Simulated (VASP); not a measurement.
Computed with PBE GGA with D3 dispersion (zero damping), VASP's PBE PAW potentials (set 64) (plane waves; VASP).

The input files of a VASP run:

**POSCAR**
```
Ni3Fe
1
    3.5056248483    -0.0000000000    -0.0000000000
   -0.0000000000     3.5056248483    -0.0000000000
   -0.0000000000     0.0000000000     3.5056248483
Fe Ni
1 3
Direct
  0.0000000000   0.0000000000   0.0000000000
  0.0000000000   0.5000000000   0.5000000000
  0.5000000000   0.0000000000   0.5000000000
  0.5000000000   0.5000000000   0.0000000000
```

File KPOINTS:
```
K-points
0
Gamma
8 8 8
0 0 0
```

### INCAR
```
ALGO = Normal
EDIFF = 1E-6
EDIFFG = -0.02
ENCUT = 520
GGA = PE
IBRION = 2
ISIF = 3
ISMEAR = 1
ISPIN = 2
IVDW = 11
LASPH = .TRUE.
LCHARG = .FALSE.
LMAXMIX = 4
LORBIT = 10
LREAL = .FALSE.
LWAVE = .FALSE.
MAGMOM = 3.0 3*0.7
NELM = 100
NSW = 60
PREC = Accurate
SIGMA = 0.1
SYSTEM = Ni3Fe
```

POTCAR, in this order: Fe Ni (PBE.64 set). Program: vasp_std.

The run wrote:

File OSZICAR:
```
       N       E                     dE             d eps       ncg     rms          rms(c)
DAV:   1     0.244231119664E+03    0.24423E+03   -0.17364E+04  3752   0.206E+03
DAV:   2    -0.151540264941E+02   -0.25939E+03   -0.24969E+03  3648   0.362E+02
DAV:   3    -0.289426307855E+02   -0.13789E+02   -0.13091E+02  3764   0.116E+02
DAV:   4    -0.291317595601E+02   -0.18913E+00   -0.18866E+00  3880   0.144E+01
DAV:   5    -0.291372100928E+02   -0.54505E-02   -0.54502E-02  5132   0.196E+00    0.212E+01
DAV:   6    -0.261658459055E+02    0.29714E+01   -0.35422E+01  3830   0.948E+01    0.185E+01
DAV:   7    -0.291756779145E+02   -0.30098E+01   -0.20627E+01  4276   0.113E+02    0.260E+01
DAV:   8    -0.248785391307E+02    0.42971E+01   -0.14841E+01  4598   0.543E+01    0.562E+00
DAV:   9    -0.249937716266E+02   -0.11523E+00   -0.56551E-01  4272   0.901E+00    0.311E+00
DAV:  10    -0.249632599505E+02    0.30512E-01   -0.94693E-02  4960   0.770E+00    0.147E+00
DAV:  11    -0.249626461957E+02    0.61375E-03   -0.29985E-02  5432   0.204E+00    0.104E+00
DAV:  12    -0.249647598730E+02   -0.21137E-02   -0.57856E-03  4340   0.198E+00    0.255E-01
DAV:  13    -0.249649275219E+02   -0.16765E-03   -0.16521E-03  5128   0.559E-01    0.728E-02
DAV:  14    -0.249649702910E+02   -0.42769E-04   -0.15218E-04  4260   0.133E-01    0.796E-02
DAV:  15    -0.249649627922E+02    0.74988E-05   -0.44763E-05  4646   0.188E-01    0.172E-02
DAV:  16    -0.249649627350E+02    0.57206E-07   -0.86702E-06  3932   0.402E-02
   1 F= -.26484831E+02 E0= -.26484816E+02  d E =-.264848E+02  mag=     4.7137
```

File OUTCAR:
```
------------------------ aborting loop because EDIFF is reached ----------------------------------------
 Edisp (eV)   -1.51987
  FORCE on cell =-STRESS in cart. coord.  units (eV):
  Direction    XX          YY          ZZ          XY          YZ          ZX
  --------------------------------------------------------------------------------------
  Total      -0.01378    -0.01378    -0.01378     0.00000     0.00000    -0.00000
  in kB      -0.51257    -0.51257    -0.51257     0.00000     0.00000    -0.00000
  external pressure =       -0.51 kB  Pullay stress =        0.00 kB
  volume of cell :       43.08
      direct lattice vectors                 reciprocal lattice vectors
     3.505624848  0.000000000  0.000000000     0.285255851  0.000000000  0.000000000
     0.000000000  3.505624848  0.000000000     0.000000000  0.285255851  0.000000000
     0.000000000  0.000000000  3.505624848     0.000000000  0.000000000  0.285255851
 POSITION                                       TOTAL-FORCE (eV/Angst)
 -----------------------------------------------------------------------------------
      0.00000      0.00000      0.00000         0.000000      0.000000      0.000000
      0.00000      1.75281      1.75281         0.000000      0.000000      0.000000
      1.75281      0.00000      1.75281         0.000000      0.000000      0.000000
      1.75281      1.75281      0.00000         0.000000      0.000000      0.000000
 -----------------------------------------------------------------------------------
    total drift:                                0.000000      0.000000      0.000000
  FREE ENERGIE OF THE ION-ELECTRON SYSTEM (eV)
  ---------------------------------------------------
  free  energy   TOTEN  =       -26.4848307458 eV

  energy  without entropy=      -26.4847865485  energy(sigma->0) =      -26.48481601

 total charge

# of ion       s       p       d       tot
------------------------------------------
    1        0.487   0.529   6.139   7.155
    2        0.518   0.539   8.340   9.397
    3        0.518   0.539   8.340   9.397
    4        0.518   0.539   8.340   9.397
--------------------------------------------------
tot          2.040   2.147  31.160  35.347

 magnetization (x)

# of ion       s       p       d       tot
------------------------------------------
    1        0.011  -0.000   2.856   2.867
    2       -0.016  -0.045   0.682   0.621
    3       -0.016  -0.045   0.682   0.621
    4       -0.016  -0.045   0.682   0.621
--------------------------------------------------
tot         -0.036  -0.136   4.902   4.729

 reached required accuracy - stopping structural energy minimisation
```
(Selected blocks of OUTCAR.)

### OUTCAR
```
 val. band max:        9.0071385373   @ k =   0.3750   0.1250   0.1250

 cond. band min:       9.0353564964   @ k =   0.3750   0.2500   0.2500


 Fermi energy:         9.0158160037

 spin component 1

 k-point     1 :       0.0000    0.0000    0.0000
  band No.  band energies     occupation
      1      -0.2757      1.00000
      2       3.5423      1.00000
      3       3.5423      1.00000
      4       4.1965      1.00000
      5       4.3048      1.00000
      6       4.3048      1.00000
      7       4.3048      1.00000
      8       6.2495      1.00000
      9       6.2495      1.00000
     10       6.2495      1.00000
     11       7.3344      1.00000
     12       7.3344      1.00000
     13       8.1827      1.00000
     14       8.1827      1.00000
     15       8.2115      1.00000
     16       8.3372      1.00000
     17       8.3372      1.00000
     18       8.3372      1.00000
     19       8.4018      1.00000
     20       8.4018      1.00000
     21       8.4018      1.00000
     22      11.2956      0.00000
     23      11.2956      0.00000
     24      11.2956      0.00000
     25      18.1653      0.00000
     26      18.1653      0.00000

 k-point     2 :       0.1250    0.0000    0.0000
  band No.  band energies     occupation
      1      -0.0689      1.00000
      2       3.6080      1.00000
      3       3.6411      1.00000
      4       4.2744      1.00000
      5       4.3684      1.00000
      6       4.3786      1.00000
      7       4.3786      1.00000
      8       6.1733      1.00000
      9       6.3067      1.00000
     10       6.3067      1.00000
     11       7.2559      1.00000
     12       7.3584      1.00000
     13       7.9171      1.00000
     14       7.9171      1.00000
     15       8.0881      1.00000
     16       8.1151      1.00000
     17       8.1675      1.00000
     18       8.2671      1.00000
     19       8.2671      1.00000
     20       8.3373      1.00000
...
```

The compound is Ni3Fe in the L1_2 structure. It was relaxed first. The start is the result of an earlier pass.
